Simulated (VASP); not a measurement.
Energy against volume of AgCl (rock salt). Computed with optB86b-vdW, VASP's PBE PAW potentials (set 64) (plane waves; VASP). Numerical set-up: 520 eV cut-off, 8×8×8 Γ-centred mesh, Gaussian smearing of 0.050 eV, potentials Ag Cl.

```tsv
V (Å³/atom)	E (eV/atom)
20.335	-0.39809
20.964	-0.40152
21.593	-0.39888
22.222	-0.39116
```

Fit these four points and predict the energy of the run at 19.707 Å³/atom.

A cubic in V^(−2/3), the third-order Birch-Murnaghan form, passes through the four points with V0 = 20.99 Å³/atom and B0 = 51 GPa, and gives -0.3874 eV/atom there. The run gave -0.3873 eV/atom, +0.1 meV/atom from the fit; all five points give B0 = 51 GPa.

The compound is AgCl in the rock salt structure. It was relaxed first.
